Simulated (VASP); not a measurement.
F (relaxed from the bcc structure, space group Im-3m): computed properties

All values below come from PBEsol GGA, VASP's PBE PAW potentials (set 64) (plane waves; VASP).

```yaml
space_group: Im-3m (229)
cell: a = 2.625 Å, b = 2.625 Å, c = 2.625 Å, α = 90.00°, β = 90.00°, γ = 90.00°
volume_per_atom: 9.04 Å³/atom
band gap (over mesh and band path): none (metal, semimetal or under 0.01 eV)
density: 3.49 g/cm³
```

```cif
data_F
_chemical_formula_sum 'F1'
_space_group_name_H-M_alt 'P 1'
_space_group_IT_number 1
_cell_length_a 2.27323
_cell_length_b 2.27323
_cell_length_c 2.27323
_cell_angle_alpha 109.471
_cell_angle_beta 109.471
_cell_angle_gamma 109.471
loop_
_space_group_symop_operation_xyz
  'x, y, z'
loop_
_atom_site_label
_atom_site_type_symbol
_atom_site_fract_x
_atom_site_fract_y
_atom_site_fract_z
_atom_site_occupancy
F1 F 0.00000 0.00000 0.00000 1
```

The structure was generated: F was put into the bcc type (Im-3m), which need not be its known phase. It was relaxed first, which changed the volume by -10 %. Symmetry was kept, so distortions that lower it aren't found.
